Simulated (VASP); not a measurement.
Input:

```
CELL_PARAMETERS angstrom
      3.92390     0.00000     0.00000
      0.00000     3.92390     0.00000
      0.00000     0.00000     3.92390
ATOMIC_POSITIONS crystal
  Sr 0.00000 0.00000 0.00000
  V  0.50000 0.50000 0.50000
  O  0.50000 0.00000 0.50000
  O  0.00000 0.50000 0.50000
  O  0.50000 0.50000 0.00000
```

Computed with vdW-DF2, VASP's PBE PAW potentials (set 64) (plane waves; VASP 6.6.1). Run with 520 eV cut-off, 7×7×7 Γ-centred mesh, first-order Methfessel-Paxton smearing of 0.10 eV, potentials Sr_sv V_sv O.

Q: Predict the energy per atom (σ→0), band gap (on the k-mesh) with the smallest direct gap where there is one.

A: 
| Item | Result |
|---|---|
| band gap (on the k-mesh) | none (metal, semimetal or under 0.01 eV) |
| energy per atom (σ→0) | -5.794 eV/atom |

The compound is SrVO3 in the cubic perovskite structure. It was relaxed first, which changed the volume by +7 %. The start is the result of an earlier pass. The run is not spin-polarised, so no magnetic state was tried. The electron count is odd and the run is not spin-polarised, which forces a metal.
